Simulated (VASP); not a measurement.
Computed with r2SCAN meta-GGA, VASP's PBE PAW potentials (set 64) (plane waves; VASP).

Input for VASP

File POSCAR:
```
YSe
1
    3.5463182898    -0.0000000000    -0.0000000000
    0.0000000000     3.5463182898    -0.0000000000
    0.0000000000     0.0000000000     3.5463182898
Y Se
1 1
Direct
  0.0000000000   0.0000000000   0.0000000000
  0.5000000000   0.5000000000   0.5000000000
```

INCAR:
```
SYSTEM = YSe
PREC = Accurate
ENCUT = 400
EDIFF = 1E-6
NELM = 100
ALGO = Normal
LREAL = .FALSE.
LASPH = .TRUE.
ISMEAR = 1
SIGMA = 0.1
METAGGA = R2SCAN
LMIXTAU = .TRUE.
LMAXMIX = 4
LWAVE = .FALSE.
LCHARG = .FALSE.
IBRION = 2
ISIF = 3
NSW = 60
EDIFFG = -0.01
```

KPOINTS:
```
Automatic
0
Gamma
9 9 9
```

POTCAR, in this order: Y_sv Se (PBE.64 set). Program: vasp_std.

What VASP printed:

**OUTCAR**
```
 ion  position               nearest neighbor table
   1  0.000  0.000  0.000-   2 3.07   2 3.07   2 3.07   2 3.07   2 3.07   2 3.07   2 3.07   2 3.07
  LATTYP: Found a simple cubic cell.
 ALAT       =     3.5463182898
 Subroutine PRICEL returns:
 Original cell was already a primitive cell.
 Subroutine GETGRP returns: Found 48 space group operations
The static configuration has the point symmetry O_h .
The dynamic configuration has the point symmetry O_h .
 Subroutine INISYM returns: Found 48 space group operations
 Subroutine IBZKPT returns following result:
 Found     35 irreducible k-points:

 Following reciprocal coordinates:
            Coordinates               Weight
  0.000000  0.000000  0.000000      1.000000
  0.111111  0.000000  0.000000      6.000000
  0.222222  0.000000  0.000000      6.000000
  0.333333  0.000000  0.000000      6.000000
  0.444444  0.000000  0.000000      6.000000
  0.111111  0.111111  0.000000     12.000000
  0.222222  0.111111  0.000000     24.000000
  0.333333  0.111111  0.000000     24.000000
  0.444444  0.111111  0.000000     24.000000
  0.222222  0.222222  0.000000     12.000000
  0.333333  0.222222  0.000000     24.000000
  0.444444  0.222222  0.000000     24.000000
  0.333333  0.333333  0.000000     12.000000
  0.444444  0.333333  0.000000     24.000000
  0.444444  0.444444  0.000000     12.000000
  0.111111  0.111111  0.111111      8.000000
  0.222222  0.111111  0.111111     24.000000
  0.333333  0.111111  0.111111     24.000000
  0.444444  0.111111  0.111111     24.000000
  0.222222  0.222222  0.111111     24.000000
  0.333333  0.222222  0.111111     48.000000
  0.444444  0.222222  0.111111     48.000000
  0.333333  0.333333  0.111111     24.000000
  0.444444  0.333333  0.111111     48.000000
  0.444444  0.444444  0.111111     24.000000
  0.222222  0.222222  0.222222      8.000000
  0.333333  0.222222  0.222222     24.000000
  0.444444  0.222222  0.222222     24.000000
  0.333333  0.333333  0.222222     24.000000
  0.444444  0.333333  0.222222     48.000000
  0.444444  0.444444  0.222222     24.000000
  0.333333  0.333333  0.333333      8.000000
  0.444444  0.333333  0.333333     24.000000
  0.444444  0.444444  0.333333     24.000000
  0.444444  0.444444  0.444444      8.000000
   k-points           NKPTS =     35   k-points in BZ     NKDIM =     35   number of bands    NBANDS=     12
   number of dos      NEDOS =    301   number of ions     NIONS =      2
   total plane-waves  NPLWV =  13824
   dimension x,y,z NGX =    24 NGY =   24 NGZ =   24
   dimension x,y,z NGXF=    48 NGYF=   48 NGZF=   48
   ions per type =               1   1
   PREC   = accura    normal or accurate (medium, high low for compatibility)
   ISTART =      0    job   : 0-new  1-cont  2-samecut
   ICHARG =      2    charge: 1-file 2-atom 10-const
   ISPIN  =      1    spin polarized calculation?
   LNONCOLLINEAR =      F non collinear calculations
   LSORBIT =      F    spin-orbit coupling
   INIWAV =      1    electr: 0-lowe 1-rand  2-diag
   ENCUT  =  400.0 eV  29.40 Ry    5.42 a.u.   5.78  5.78  5.78*2*pi/ulx,y,z
   NELM   =    100;   NELMIN=  2; NELMDL= -5     # of ELM steps
   EDIFF  = 0.1E-05   stopping-criterion for ELM
   LREAL  =      F    real-space projection
   NLSPLINE    = F    spline interpolate recip. space projectors
   LMAXMIX     =    4 max onsite mixed and CHGCAR
   VOSKOWN=      0    Vosko Wilk Nusair interpolation
   EDIFFG = -.1E-01   stopping-criterion for IOM
   NSW    =     60    number of steps for IOM
   NBLOCK =      1;   KBLOCK =     60    inner block; outer block
   IBRION =      2    ionic relax: 0-MD 1-quasi-New 2-CG
   NFREE  =      1    steps in history (QN), initial steepest desc. (CG)
...
```

File OSZICAR:
```
       N       E                     dE             d eps       ncg     rms          rms(c)
DAV:   1     0.240282417766E+02    0.24028E+02   -0.73473E+03   840   0.109E+03
DAV:   2    -0.393019354564E+02   -0.63330E+02   -0.60382E+02  1056   0.211E+02
DAV:   3    -0.425311376922E+02   -0.32292E+01   -0.31452E+01  1124   0.390E+01
DAV:   4    -0.426465138781E+02   -0.11538E+00   -0.11505E+00  1140   0.748E+00
DAV:   5    -0.426504092159E+02   -0.38953E-02   -0.38949E-02  1132   0.104E+00    0.211E+01
DAV:   6    -0.378693499882E+02    0.47811E+01   -0.36199E+00  1072   0.127E+01    0.152E+01
DAV:   7    -0.384835951686E+02   -0.61425E+00   -0.14804E+00  1496   0.879E+00    0.262E+00
DAV:   8    -0.375865742874E+02    0.89702E+00   -0.10267E+00  1376   0.826E+00    0.468E+00
DAV:   9    -0.379772206809E+02   -0.39065E+00   -0.37791E-01  1016   0.683E+00    0.944E-01
DAV:  10    -0.379978918878E+02   -0.20671E-01   -0.73223E-02   964   0.240E+00    0.254E-01
DAV:  11    -0.379972296880E+02    0.66220E-03   -0.10370E-02   960   0.111E+00    0.644E-01
DAV:  12    -0.379986660300E+02   -0.14363E-02   -0.55476E-03  1188   0.633E-01    0.288E-01
DAV:  13    -0.379992190961E+02   -0.55307E-03   -0.27746E-04  1064   0.164E-01    0.995E-02
DAV:  14    -0.379994591682E+02   -0.24007E-03   -0.27315E-04  1008   0.167E-01    0.342E-02
DAV:  15    -0.379994251873E+02    0.33981E-04   -0.70837E-05  1052   0.854E-02    0.140E-02
DAV:  16    -0.379994146723E+02    0.10515E-04   -0.19355E-05  1168   0.371E-02    0.206E-02
DAV:  17    -0.379994285639E+02   -0.13892E-04   -0.69731E-06  1192   0.248E-02    0.107E-02
DAV:  18    -0.379994282412E+02    0.32276E-06   -0.18175E-06   844   0.115E-02
   1 F= -.37999428E+02 E0= -.37999645E+02  d E =-.379994E+02
       N       E                     dE             d eps       ncg     rms          rms(c)
DAV:   1    -0.380002648477E+02   -0.83628E-03   -0.20738E-02   920   0.119E+00    0.225E-01
DAV:   2    -0.379996322811E+02    0.63257E-03   -0.21958E-03  1048   0.408E-01    0.107E-01
DAV:   3    -0.379994137290E+02    0.21855E-03   -0.13163E-03  1248   0.246E-01    0.111E-01
DAV:   4    -0.379994166168E+02   -0.28878E-05   -0.69741E-05  1064   0.636E-02    0.805E-02
DAV:   5    -0.379994237673E+02   -0.71505E-05   -0.70081E-05  1116   0.578E-02    0.169E-02
DAV:   6    -0.379994387653E+02   -0.14998E-04   -0.44908E-05   988   0.581E-02    0.137E-02
DAV:   7    -0.379994417285E+02   -0.29632E-05   -0.33810E-06  1112   0.144E-02    0.199E-03
DAV:   8    -0.379994418059E+02   -0.77430E-07   -0.72932E-07   648   0.895E-03
   2 F= -.37999442E+02 E0= -.37999654E+02  d E =-.135647E-04
       N       E                     dE             d eps       ncg     rms          rms(c)
DAV:   1    -0.379996430280E+02   -0.20130E-03   -0.42748E-03   924   0.541E-01    0.102E-01
DAV:   2    -0.379995146794E+02    0.12835E-03   -0.45857E-04  1052   0.186E-01    0.490E-02
DAV:   3    -0.379994703824E+02    0.44297E-04   -0.27666E-04  1256   0.113E-01    0.513E-02
DAV:   4    -0.379994693054E+02    0.10769E-05   -0.14020E-05  1052   0.287E-02    0.372E-02
DAV:   5    -0.379994671408E+02    0.21646E-05   -0.14957E-05  1148   0.262E-02    0.831E-03
DAV:   6    -0.379994706423E+02   -0.35015E-05   -0.92412E-06   988   0.258E-02    0.634E-03
DAV:   7    -0.379994704596E+02    0.18264E-06   -0.55490E-07   584   0.671E-03
   3 F= -.37999470E+02 E0= -.37999685E+02  d E =-.422185E-04
```

OUTCAR:
```
------------------------ aborting loop because EDIFF is reached ----------------------------------------
  FORCE on cell =-STRESS in cart. coord.  units (eV):
  Direction    XX          YY          ZZ          XY          YZ          ZX
  --------------------------------------------------------------------------------------
  Total        0.0013941      0.0013941      0.0013941      0.0000000      0.0000000      0.0000000
  in kB        0.0501742      0.0501742      0.0501742      0.0000000      0.0000000      0.0000000
  external PRESSURE =       0.0501742 kB  Pullay stress =       0.0000000 kB
  volume of cell :       44.52
      direct lattice vectors                 reciprocal lattice vectors
     3.544089106 -0.000000000 -0.000000000     0.282159949  0.000000000  0.000000000
    -0.000000000  3.544089106  0.000000000     0.000000000  0.282159949  0.000000000
    -0.000000000  0.000000000  3.544089106     0.000000000 -0.000000000  0.282159949
 POSITION                                       TOTAL-FORCE (eV/Angst)
 -----------------------------------------------------------------------------------
      0.00000      0.00000      0.00000         0.000000      0.000000      0.000000
      1.77204      1.77204      1.77204        -0.000000      0.000000      0.000000
 -----------------------------------------------------------------------------------
    total drift:                                0.000000      0.000000     -0.000000
  FREE ENERGIE OF THE ION-ELECTRON SYSTEM (eV)
  ---------------------------------------------------
  free  energy   TOTEN  =       -37.9994704596 eV

  energy  without entropy=      -38.0001126918  energy(sigma->0) =      -37.99968454

 reached required accuracy - stopping structural energy minimisation
```
(Selected blocks of OUTCAR.)

**CONTCAR**
```
YSe
   1.00000000000000
     3.5440891057236250   -0.0000000000000000   -0.0000000000000000
    -0.0000000000000000    3.5440891057236250    0.0000000000000000
    -0.0000000000000000    0.0000000000000000    3.5440891057236250
  Y               Se
     1     1
Direct
     0.0000000000000000    0.0000000000000000    0.0000000000000000
     0.5000000000000000    0.5000000000000000    0.5000000000000000
```

The structure was generated: YSe was put into the CsCl type type (Pm-3m), which need not be its known phase. This run relaxes it. Symmetry was kept, so distortions that lower it aren't found. The start is the result of an earlier pass. The electron count is odd and the run is not spin-polarised, which forces a metal.
